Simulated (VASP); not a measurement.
Input:

```
CuI
1.0
    0.00000     2.92616     2.92616
    2.92616     0.00000     2.92616
    2.92616     2.92616     0.00000
Cu I
1 1
Cartesian
  0.00000   0.00000   0.00000
  1.46308   1.46308   1.46308
```

Calculation: PBE GGA with D3 dispersion (Becke-Johnson damping), VASP's PBE PAW potentials (set 64) (plane waves; VASP). Numerical set-up: 520 eV cut-off, 8×8×8 Γ-centred mesh, Gaussian smearing of 0.050 eV, potentials Cu I.

Task: The job: CuI (zinc blende), 2 atoms, PBE-D3(BJ), static run, 520 eV, 8×8×8 Γ-centred mesh. Roughly how much core time does it take on a busy server core?

Result: About 10 core-seconds (one run on a shared machine, a rough figure). It had 29 irreducible k-points, 13 bands, up to 1365 plane waves and 16 electronic steps.

The compound is CuI in the zinc blende structure. This cell is one point of a volume scan, at 0.94 of the reference volume.
